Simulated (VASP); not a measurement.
Energy against volume of C (diamond). Method: LDA (Ceperley-Alder, Perdew-Zunger), VASP's LDA PAW potentials (set 64) (plane waves; VASP). Settings: 520 eV cut-off, 13×13×13 Γ-centred mesh, Gaussian smearing of 0.050 eV, potentials C.

```tsv
V (Å³/atom)	E (eV/atom)
5.360	-10.11482
5.526	-10.12275
5.691	-10.11615
5.857	-10.09691
```

Q: Fit these four points and predict the energy of the run at 5.194 Å³/atom.

A: A cubic in V^(−2/3), the third-order Birch-Murnaghan form, passes through the four points with V0 = 5.53 Å³/atom and B0 = 468 GPa, and gives -10.0900 eV/atom there. The run gave -10.0902 eV/atom, -0.2 meV/atom from the fit; all five points give B0 = 466 GPa.

The compound is C in the diamond structure. It was relaxed first.
